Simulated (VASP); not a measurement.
Input:

```xyz
2
Lattice="0.0000 3.1161 3.1161 3.1161 0.0000 3.1161 3.1161 3.1161 0.0000" Properties=species:S:1:pos:R:3 pbc="T T T"
Yb     3.1161     3.1161     3.1161
Sb     0.0000     0.0000     0.0000
```

Method: PBEsol GGA, VASP's PBE PAW potentials (set 64) (plane waves; VASP). Settings: 400 eV cut-off, 9×9×9 Γ-centred mesh, first-order Methfessel-Paxton smearing of 0.10 eV, potentials Yb_2 Sb.

The 4f electrons are frozen in the core of the lanthanide potential, so 4f levels, which can set the real gap, and their magnetism are missing. Unless said otherwise, spin-orbit coupling is left out, though it shifts the bands of the heavy elements here.

Problem. Predict the energy per atom (σ→0), band gap (on the k-mesh) with the smallest direct gap where there is one.

Solution. 
```yaml
band gap (on the k-mesh): none (metal, semimetal or under 0.01 eV)
energy per atom (σ→0): -3.826 eV/atom
```

Total energies compare only between runs with the same potentials, cut-off and functional.

The structure comes from a measured YbSb entry (Fm-3m) of the Crystallography Open Database, whose conditions weren't checked. It was relaxed first, which changed the volume by +8 %. The start is the result of an earlier pass. The electron count is odd and the run is not spin-polarised, which forces a metal.
